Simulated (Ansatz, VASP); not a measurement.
# ZnGaNi4: VASP beside Ansatz

Contents of INCAR:

```
ALGO = Fast
EDIFF = 1E-6
ENCUT = 520
GGA = PS
ISIF = 2
ISMEAR = -1
LASPH = True
LCHARG = False
LREAL = False
LWAVE = False
NBANDS = 42
NELM = 80
PREC = Accurate
SIGMA = 0.1
```

KPOINTS

```
k-points
0
Gamma
  5 5 5
```

Contents of POSCAR:

```
ZnGaNi4
1.0
    0.0000000000      3.4613011900      3.4613011900
    3.4613011900      0.0000000000      3.4613011900
    3.4613011900      3.4613011900      0.0000000000
Ni Ga Zn
4 1 1
Direct
    0.6250000000      0.6250000000      0.6250000000
    0.1250000000      0.6250000000      0.6250000000
    0.6250000000      0.6250000000      0.1250000000
    0.6250000000      0.1250000000      0.6250000000
    0.0000000000      0.0000000000      0.0000000000
    0.2500000000      0.2500000000      0.2500000000
```

Input for Ansatz:

```yaml
crystal:
  lattice:
    - [0.0, 3.46130119, 3.46130119]
    - [3.46130119, 0.0, 3.46130119]
    - [3.46130119, 3.46130119, 0.0]
  atoms:
    - { symbol: Ni, position: [0.625, 0.625, 0.625] }
    - { symbol: Ni, position: [0.125, 0.625, 0.625] }
    - { symbol: Ni, position: [0.625, 0.625, 0.125] }
    - { symbol: Ni, position: [0.625, 0.125, 0.625] }
    - { symbol: Ga, position: [0.0, 0.0, 0.0] }
    - { symbol: Zn, position: [0.25, 0.25, 0.25] }
  symmetry: { tolerance: 0.0003 }
kpoints:
  mp_grid: { grid: [5, 5, 5], shift: [0, 0, 0] }
magnetization:
  spin_polarized: false
scf:
  occupations: { method: fermi_dirac }
  n_extra_bands: 2
hamiltonian:
  pseudopotentials: { kind: paw }
  xc: pbesol
basis:
  ecutwfc: 420
output:
  forces: true
  stress: true
  eigenvalues: true
```

The cell was built by a generator and needn't be a form met in nature.

Alike in both runs: task single point; functional PBEsol; k mesh 5 × 5 × 5; no spin polarisation.

```csv
,VASP,Ansatz
version,VASP 6.6.1,Ansatz 0.2.0
potentials or method,"VASP PAW PBE potentials, release 64 (Ni, Ga_d, Zn)",PAW plane waves
plane-wave cutoff (eV),520,420
occupations,"fermi-dirac, width 0.1 eV",fermi-dirac
valence electrons in the cell,65,97
```

|  | VASP | Ansatz | Ansatz less VASP |
| --- | --- | --- | --- |
| gap on the k mesh at the Fermi level (eV) | none | none | - |
| pressure (GPa) | -18.0 | -18.2 | -0.26 |

A gap of «none» marks a metal or a gap that the smearing closes. The two sets of potentials don't hold the same shells in valence.

Caveats: so large a pressure means that the cell lies far from this level's equilibrium, or that cutoff or potentials fall short (VASP); the potentials were made for another functional, which shifts forces and pressure (VASP). Spin polarisation is off, so any magnetic state and its effect on volume and gap are missing.
